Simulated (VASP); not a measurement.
OSZICAR of a VASP run on TiTe2 (space group P-3m1):

### OSZICAR
```
       N       E                     dE             d eps       ncg     rms          rms(c)
DAV:   1     0.122504700580E+03    0.12250E+03   -0.84104E+03  1200   0.939E+02
DAV:   2    -0.909491794822E+01   -0.13160E+03   -0.13022E+03  1336   0.262E+02
DAV:   3    -0.186370126012E+02   -0.95421E+01   -0.93131E+01  1808   0.687E+01
DAV:   4    -0.188314324733E+02   -0.19442E+00   -0.19435E+00  1408   0.101E+01
DAV:   5    -0.188398961008E+02   -0.84636E-02   -0.84632E-02  1856   0.175E+00    0.118E+01
DAV:   6    -0.192426452891E+02   -0.40275E+00   -0.63600E+01  1560   0.451E+01    0.177E+01
DAV:   7    -0.165935247915E+02    0.26491E+01   -0.55295E+01  1624   0.405E+01    0.584E+00
DAV:   8    -0.162267185865E+02    0.36681E+00   -0.21125E+00  1384   0.969E+00    0.223E+00
DAV:   9    -0.162636589587E+02   -0.36940E-01   -0.10827E+00  1576   0.628E+00    0.229E+00
DAV:  10    -0.162207658053E+02    0.42893E-01   -0.10429E+00  1464   0.635E+00    0.114E+00
DAV:  11    -0.162070567268E+02    0.13709E-01   -0.75522E-02  1424   0.189E+00    0.493E-01
DAV:  12    -0.162072184057E+02   -0.16168E-03   -0.11536E-03  1344   0.263E-01    0.366E-01
DAV:  13    -0.162067642476E+02    0.45416E-03   -0.16236E-03  1728   0.233E-01    0.133E-01
DAV:  14    -0.162067085318E+02    0.55716E-04   -0.13839E-04  1400   0.803E-02    0.778E-02
DAV:  15    -0.162066833242E+02    0.25208E-04   -0.94088E-05  1680   0.595E-02    0.411E-02
DAV:  16    -0.162066797077E+02    0.36165E-05   -0.22239E-05  1400   0.305E-02    0.489E-03
DAV:  17    -0.162066799018E+02   -0.19410E-06   -0.22324E-06   744   0.737E-03
   1 F= -.16206680E+02 E0= -.16183279E+02  d E =-.468009E-01
```

Task: Which electronic solver shows in the log?

Result: It is blocked Davidson (ALGO = Normal, or the opening steps of other solvers). The INCAR had ALGO = Normal.

Task: Can the final energy be trusted as converged?

Result: Self-consistency was reached. It stopped with EDIFF = 1E-6, NELM = 100 (PBE GGA, plane waves, VASP's PBE PAW potentials (set 64)).

The structure comes from a computed database's TiTe2 entry; how it stands against other phases isn't given here. The cell was not relaxed at this level.
